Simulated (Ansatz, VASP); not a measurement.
# PtC: VASP beside Ansatz, part 2 of 2

Wanted: the spread between two codes on one cell, functional and k mesh. The cell is generated by rule, not measured, and may not be a known phase. The cell is taken from a series of runs on this material, whose earlier steps may have relaxed, scaled, displaced or heated it; both programs get it as it stands.

VASP 6.6.1 and Ansatz 0.2.0.

So far: The structure; VASP: zone-centre phonons, PBEsol, pair 1.

**3. Ansatz: zone-centre phonons, PBEsol, pair 1**

Level of this step: Ansatz beside VASP: Kohn-Sham DFT, plane waves, PBEsol (Ansatz).

Ansatz runs on its default PAW (the set named soft_2) files.

The same cell, functional, mesh and smearing now go to Ansatz, which takes its cutoff from its data sets.

input.yaml

```yaml
crystal:
  lattice:
    - [2.9490432467, 0.0, 0.0]
    - [0.0, 2.9490432467, 0.0]
    - [0.0, 0.0, 2.7587236796]
  atoms:
    - { symbol: Pt, position: [0.0, 0.0, 0.0] }
    - { symbol: C, position: [0.5, 0.5, 0.0] }
kpoints:
  mp_grid: { grid: [12, 12, 14] }
hamiltonian:
  xc: pbesol
scf:
  occupations: { method: methfessel_paxton, width: 0.15 }
output:
  eigenvalues: true
phonons:
  method: dfpt
```

Launch:

```console
ansatz run input.yaml --threads 4 --pin off --max-ram 7168MiB --backend cpu --events-out ev --progress --plain --runs-dir out
```

Numbers of over 12 decimals in the logs are rounded to 6 here.

The log of the run:

```text
zone centre: on kpoints.mp_grid the ground state, and the responses unless they are solved on pairs of k-points, stand on 392 of the mesh's 2016 k-points, reduced under 8 symmetry operations, with k and −k counted as one. Each operation leaves every solved displacement unchanged or reverses it
Engine: ansatz 0.2.0, aarch64-unknown-linux-gnu
Pseudopotentials: kind: paw
Pseudopotential: Pt, paw, valence charge 18, recommended cutoff 420 eV (normal), Pt.paw.azcp
Pseudopotential: C, paw, valence charge 4, recommended cutoff 420 eV (normal), C.paw.azcp
Functional definition: PBEsol
  exchange = pbesol_x
  correlation = pbesol_c
Crystal: 2 atoms, lattice volume = 23.992 Å³
Basis set: ecut = 420 eV, 461 PW (Γ), exchange–correlation on 40×40×40 points (8 copies of the dense FFT grid, shifted against one another)
Bands: 15, of which v1, the nominal top of the filled ones, is band 11 counted from 1 (10 counted from 0)
Symmetry: 16 space group operations
k-points: 392 of 2016 (irreducible under 8 space group operations)
Non-local potential: Pt, projectors of the file, l = 0: 3, l = 1: 2, l = 2: 2, l = 3: 1
Non-local potential: C, projectors of the file, l = 0: 2, l = 1: 2, l = 2: 1
PAW form: soft (Blöchl's): semilocal exchange-correlation on the pseudo side does not see the compensation charge
PAW frozen core: Pt, regenerated for the run's functional, and the local potential with it (the file was generated under x = pbe(κ = 0.804, μ = 0.219515), c = pbe(β = 0.066725))
PAW frozen core: C, regenerated for the run's functional, and the local potential with it (the file was generated under x = pbe(κ = 0.804, μ = 0.219515), c = pbe(β = 0.066725))
PAW one-centre angular grid: Pt, 590 points (default); XC on 64 Gauss nodes
PAW one-centre angular grid: C, 110 points (default); XC on 64 Gauss nodes
Initial density: superposition of atomic densities (neutral atoms: chi_scale 0, normalization atom), corrected by the library's trained network
Initial wavefunctions: pseudopotential atomic-orbital guess
Functional: x = pbesol(κ = 0.804, μ = 0.123457), c = pbesol(β = 0.046)
SCF iter   1: F=—  HF=-12627.896086 eV  |F-HF|=—  |Δ(HF+E_count)|=         —  Δρ=1.16e-2  dr2=1.74e-2  ethr=1.77e-3  ⟨swp⟩=4.9  Hψ=27109  notcnv=0
preconditioner: auto → none  [metal: Δε(μ)=0.028 eV  Ē_g=11.162 eV  σ=0.150 eV  W_gap=0.16  n_scr=6 (ndim 8)  ℏωp=28.4 eV  f_vac=0.000  D(μ)=0.93/eV (n_scr^D=6)  sad-step TF]
SCF iter   2: F=—  HF=-12627.892775 eV  |F-HF|=—  |Δ(HF+E_count)|=   3.31e-3  S|Δr|=    0.00e0  Δρ=6.35e-3  dr2=5.97e-3  ethr=7.90e-5  ⟨swp⟩=1.0  Hψ=9022  notcnv=0
SCF iter   3: F=—  HF=-12627.890594 eV  |F-HF|=—  |Δ(HF+E_count)|=   2.18e-3  S|Δr|=    0.00e0  Δρ=6.62e-4  dr2=3.84e-5  ethr=2.71e-5  ⟨swp⟩=2.2  Hψ=8789  notcnv=0
SCF iter   4: F=—  HF=-12627.890610 eV  |F-HF|=—  |Δ(HF+E_count)|=   1.56e-5  S|Δr|=    0.00e0  Δρ=1.12e-4  dr2=2.35e-6  ethr=1.75e-7  ⟨swp⟩=2.6  Hψ=10206  notcnv=0
SCF iter   5: F=—  HF=-12627.890600 eV  |F-HF|=—  |Δ(HF+E_count)|=   9.20e-6  S|Δr|=    0.00e0  Δρ=1.69e-5  dr2=4.67e-8  ethr=1.07e-8  ⟨swp⟩=2.7  Hψ=10141  notcnv=0
SCF iter   6: F=—  HF=-12627.890600 eV  |F-HF|=—  |Δ(HF+E_count)|=   4.66e-9  S|Δr|=    0.00e0  Δρ=4.45e-6  dr2=3.77e-9  ethr=2.12e-10  ⟨swp⟩=2.4  Hψ=9568  notcnv=0
SCF iter   7: F=—  HF=-12627.890600 eV  |F-HF|=—  |Δ(HF+E_count)|=   1.30e-9  S|Δr|=    0.00e0  Δρ=6.00e-7  dr2=3.25e-11  ethr=1.72e-11  ⟨swp⟩=2.5  Hψ=9443  notcnv=0
SCF iter   8: F=-12627.890600 eV  HF=-12627.890600 eV  |F-HF|=1.82e-12  |Δ(HF+E_count)|=  2.00e-11  S|Δr|=    0.00e0  Δρ=1.06e-7  dr2=8.59e-13  ethr=1.00e-12  ⟨swp⟩=5.1  Hψ=23381  notcnv=0
SCF 1 converged in 8 iterations: F = -12627.890600 eV  dr2 = 8.59e-13
  greatest PAW one-centre occupation: 1.000 electrons in one spin orbital (limit 2), on the Pt atom at site 0 (counted from 0), in its partial waves of l = 0
DFPT response loops at Γ: preconditioner auto → Kerker (q_TF=auto, 2.689 Å⁻¹) (partly filled bands, converged f_vac=0.000); β = 1.00, the filter's whole step (`scf.mixing.beta` (0.50) is not read by the response loops under this deck's `scf.mixing.preconditioner`; to damp them name `kerker` or `kerker_dos`, under which they read `scf.mixing.beta`, and type it under 1.00, their step now; both keys bind the ground state too); Broyden in place of MSR1
SCF converged after 8 iterations
Stability not checked: this state was not tested for a lower state beside it, because cold or Methfessel-Paxton smearing, or corrected tetrahedra, fill the levels in a way that the test cannot read (fill_not_monotonic; see scf.lower_state_search)
Free energy (F): -12627.890600 eV
Harris-Foulkes:  -12627.890600 eV  (|F-HF|=1.82e-12)
Internal energy: -12627.890978 eV  (E = F + TS)
E sigma→0 (E₀):  -12627.890695 eV
Entropy (-TS):   0.000377 eV (0.189 meV/atom)
Fermi energy:    17.475221 eV
--- Per-component energies (eV) ---
  E_band       = -208.641876
  E_kinetic    = 721.678121
  E_local      = -1949.296960  (includes V_loc(G=0)·N_el)
  E_nonlocal   = 229.011559
  E_hartree    = 723.358298
  E_xc         = -306.917822
  E_vxc        = -360.274643  (∫ρ·V_xc dr)
  E_paw        = -9410.532425  (= ΣΔE_a)
  E_vpaw       = -296.476717  (= ΣTr[D̂ρ^β])
  E_aug_tail   = 0.000170  (compensation charges beyond the density's cutoff)
  E_ewald      = -2635.500001
  E_core_change = 0.308082  (= ΣΔE_core)
  E_smearing   = 0.000377  (= −TS)
  E_closure    = 0.000000  (closes the sum)
  Σ components = -12627.890600   (vs F -12627.890600, Δ=0.00e0)
--- Band table (eV; the first three rows and the last of 392) ---
  k-point 0: bands = [... 7 lower, 14.2683, 15.7055, 15.7055, 16.4683, 16.4683, 18.3448, 23.6056, 31.3557]
  k-point 1: bands = [... 7 lower, 14.2778, 15.5598, 15.5598, 16.5508, 16.5508, 18.1222, 23.6297, 31.5945]
  k-point 2: bands = [... 7 lower, 14.3047, 15.2315, 15.2315, 16.7106, 16.7106, 17.5830, 23.6993, 32.0038]
  k-point 391: bands = [... 7 lower, 14.4829, 14.4829, 14.9737, 16.3884, 16.7138, 20.6237, 23.9058, 25.5847]
--- Phonons (Γ-DFPT): 4 representative perturbations + reference, on 392 of 2016 k-points (Σ response iterations 14) ---
  k mesh reduced under 8 symmetry operations, with k and −k counted as one. Each operation leaves every solved displacement unchanged or reverses it
  ASR residual: 2.023e-5 → 0.000e0 eV/Å²; symmetrization residual: 2.913e-6 eV/Å²
  ASR residual per site (eV/Å²): 2.02e-5 1.71e-5
  Γ frequencies (cm⁻¹): -374.40 -374.40 0.00 0.00 0.00 414.93
  non-analytic LO–TO correction: not included (Born effective charges unavailable; polar crystals: no LO–TO splitting at Γ)
```

**4. Side by side**

Known differences besides the potentials themselves: the data sets hold 22 valence electrons in Ansatz (on its default PAW (the set named soft_2) files) and 14 in VASP; the cutoff is 420 eV in Ansatz and 600 eV in VASP; Ansatz makes its cores anew for this functional, VASP keeps those of its PBE data sets. Total energies have different zeros and are not compared.

Compared:

```csv
quantity,Ansatz,VASP,difference
"optical mode 1 to 2 (imaginary, printed as negative) (cm⁻¹)",-374.4,-356.2,-18.2
optical mode 3 (cm⁻¹),414.9,413.3,+0.40 %
```

Modes are paired by rising frequency, not by their patterns, so a pair may set unlike modes beside each other; they are those without the splitting of longitudinal modes.

**5. Ansatz: zone-centre phonons, PBEsol, pair 2**

Second derivatives magnify differences that forces hide, and they need a tight electronic threshold. The cell compared in this pair holds 21.92 Å³, against 23.99 Å³ for the pair before.

The cell is taken from a series of runs on this material, whose earlier steps may have relaxed, scaled, displaced or heated it; both programs get it as it stands.

input.yaml, the sections that differ from step 3:

```yaml
crystal:
  lattice:
    - [2.9818177109, 0.0, 0.0]
    - [-1.4909088555, 2.5823298871, 0.0]
    - [0.0, 0.0, 2.8465173549]
  atoms:
    - { symbol: Pt, position: [0.0, 0.0, 0.0] }
    - { symbol: C, position: [0.3333333333, 0.6666666667, 0.5] }
kpoints:
  mp_grid: { grid: [15, 15, 12] }
# hamiltonian, scf, output, phonons: as in step 3
```

The log of the run:

```text
[...]
Crystal: 2 atoms, lattice volume = 21.918 Å³
Basis set: ecut = 420 eV, 405 PW (Γ), exchange–correlation on 40×40×40 points (8 copies of the dense FFT grid, shifted against one another)
Bands: 15, of which v1, the nominal top of the filled ones, is band 11 counted from 1 (10 counted from 0)
Symmetry: 12 space group operations
k-points: 448 of 2700 (irreducible under 4 space group operations, time reversal used)
[...]
k-point 2: bands = [... 7 lower, 14.5050, 16.8908, 16.8908, 18.2604, 22.7322, 22.7322, 25.2642, 33.4993]
  k-point 447: bands = [... 7 lower, 15.6606, 15.8013, 18.7287, 19.7790, 20.9909, 24.3585, 26.0432, 28.8878]
[...]
ASR residual: 2.086e-5 → 0.000e0 eV/Å²; symmetrization residual: 1.704e-6 eV/Å²
  ASR residual per site (eV/Å²): 2.09e-5 5.66e-6
  Γ frequencies (cm⁻¹): -300.55 0.00 0.00 0.00 312.25 312.25
[...]
[key lines of the parts left out:]
SCF converged after 9 iterations
Free energy (F): -12627.526327 eV
Fermi energy:    20.133890 eV
```

**6. VASP: zone-centre phonons, PBEsol, pair 2**

The same cell, functional, mesh and smearing now go to VASP, with its own data sets.

INCAR

```
SYSTEM = PtC
PREC = Accurate
ENCUT = 600
EDIFF = 1E-08
NELM = 120
ISMEAR = 1
SIGMA = 0.15
LREAL = .FALSE.
ALGO = Normal
GGA = PS
NBANDS = 13
LASPH = .TRUE.
LORBIT = 11
LWAVE = .FALSE.
LCHARG = .FALSE.
ISIF = 2
IBRION = 8
GGA_COMPAT = .FALSE.
KPAR = 2
```

POSCAR

```
PtC
1.0
    2.9818177109      0.0000000000      0.0000000000
   -1.4909088555      2.5823298871      0.0000000000
    0.0000000000      0.0000000000      2.8465173549
Pt C
1 1
Direct
    0.0000000000      0.0000000000      0.0000000000
    0.3333333333      0.6666666667      0.5000000000
```

KPOINTS

```
Automatic mesh
0
Gamma
15 15 12
0 0 0
```

Potentials, in the order of the species: Pt and C (PBE family, release 64).

Launch:

```console
mpirun -np 2 vasp_std
```

The log of the run:

```text
[banner, memory and clock lines left out]
running    2 mpi-ranks, on    1 nodes
[...]
[... a notice as in an earlier step ...]

 LDA part: xc-table for (Slater+PW92), standard interpolation
 POSCAR, INCAR and KPOINTS ok, starting setup
[...]
entering main loop
       N       E                     dE             d eps       ncg     rms          rms(c)
DAV:   1     0.619949613756E+02    0.61995E+02   -0.77995E+03  4978   0.114E+03
DAV:   2    -0.132502027064E+02   -0.75245E+02   -0.69771E+02  5864   0.224E+02
DAV:   3    -0.151810397090E+02   -0.19308E+01   -0.19138E+01  5759   0.354E+01
DAV:   4    -0.151904241755E+02   -0.93845E-02   -0.93831E-02  5974   0.287E+00
[...]
DAV:  12    -0.136349255005E+02    0.87000E-06   -0.26980E-06  5834   0.126E-02    0.752E-03
DAV:  13    -0.136349253460E+02    0.15444E-06   -0.28523E-07  5684   0.461E-03    0.595E-04
DAV:  14    -0.136349253466E+02   -0.57491E-09   -0.56881E-09  4132   0.663E-04
   1 F= -.13634925E+02 E0= -.13634763E+02  d E =-.485706E-03
[...]
RMM:   9    -0.106074411267E+00   -0.62549E-07   -0.23876E-08 35949   0.247E-05    0.237E-05
RMM:  10    -0.106074381828E+00    0.29439E-07    0.98982E-10 35907   0.118E-05    0.187E-06
RMM:  11    -0.106074381354E+00    0.47367E-09   -0.29705E-09 32206   0.466E-06    0.488E-07
 first order change of Fermi-energy   0.27280E-04
 force on displaced ion       2 direction 1 :  -4.145   0.000   0.000
 Linear response progress:
  Degree of freedom:   4/  4
       N       E                     dE             d eps       ncg     rms          rms(c)
RMM:   1    -0.111911131151E+00   -0.11191E+00    0.49740E-02 16112   0.200E+00
RMM:   2    -0.109819114238E+00    0.20920E-02   -0.19934E-03 11658   0.365E-01    0.127E-01
RMM:   3    -0.109862625057E+00   -0.43511E-04   -0.37329E-04 12327   0.119E-01    0.660E-02
RMM:   4    -0.110149860136E+00   -0.28724E-03   -0.17256E-04 12097   0.774E-02    0.189E-02
[...]
RMM:  10    -0.110181506468E+00    0.43577E-07   -0.20704E-08 12624   0.416E-05    0.422E-06
RMM:  11    -0.110181519973E+00   -0.13505E-07   -0.91506E-09 12897   0.116E-05    0.288E-06
RMM:  12    -0.110181511978E+00    0.79951E-08   -0.38912E-09 11996   0.561E-06    0.255E-07
 first order change of Fermi-energy   0.68168E-04
 force on displaced ion       2 direction 3 :  -0.000  -0.000   3.611
 Linear response finished
```

Parts of OUTCAR (step 6):

```text
  Total        0.0074905      0.0074905      0.0143792     -0.0000000      0.0000000      0.0000000
  in kB        0.5475374      0.5475374      1.0510898     -0.0000000      0.0000000      0.0000000
  external PRESSURE =       0.7153882 kB  Pullay stress =       0.0000000 kB

 POSITION                                       TOTAL-FORCE (eV/Angst)
 -----------------------------------------------------------------------------------
      0.00000      0.00000      0.00000         0.000000      0.000000      0.000000
     -0.00000      1.72155      1.42326        -0.000000      0.000000      0.000000
 -----------------------------------------------------------------------------------
    total drift:                                0.000000     -0.000000     -0.000000

[... 2 further parts left out ...]
```

**7. Side by side**

What differs besides the data sets and the points named for the pairs above, as far as they apply: the data sets hold 22 valence electrons in Ansatz (on its default PAW (the set named soft_2) files) and 14 in VASP. Total energies have different zeros and are not compared.

Both answers:

```
                                              quantity  Ansatz    VASP  difference
optical mode 1 (imaginary, printed as negative) (cm⁻¹)  -300.6  -294.6        -6.0
                            optical mode 2 to 3 (cm⁻¹)   312.2   315.6     -1.07 %
```

Modes are paired by rising frequency, not by their patterns, so a pair may set unlike modes beside each other; they are those without the splitting of longitudinal modes.

**8. Results**

```yaml
r_m_s_difference_of_the_optical_zone_centre_modes_each_program_s_sorted_by_frequency_zone_centre_phonons_pbesol_pair_1: 15 cm⁻¹
r_m_s_difference_of_the_optical_zone_centre_modes_each_program_s_sorted_by_frequency_zone_centre_phonons_pbesol_pair_2: 4.4 cm⁻¹
difference_in_optical_mode_2_to_3_zone_centre_phonons_pbesol_pair_2: -1.1 %
```

The r.m.s. difference of the optical zone-centre modes, each program's sorted by frequency is 15 cm⁻¹ (zone-centre phonons, PBEsol, pair 1). The data sets hold unlike numbers of valence electrons (22 in Ansatz and 14 in VASP), so part of the differences comes from the potentials. What causes the difference of the zone-centre phonons, PBEsol, pair 1 pair stays open here. Among the rows given in per cent, the largest difference of the zone-centre phonons, PBEsol, pair 2 pair is in optical mode 2 to 3, -1.1 %. How closely two codes agree says nothing of how well the functional describes the real material.

[Lines on the potential files, build, host, timing and source positions are cut from VASP's logs without a mark.]

[Logs are printed without paths, hosts, clocks, repeated set-up lines and the standing remarks that a program may print on its own settings, such as how far it seeks lower states.]

[Hosts, paths, dates, database ids (printed as entryN), source tags and the programs' standing remarks are cut or masked in the printed files.]
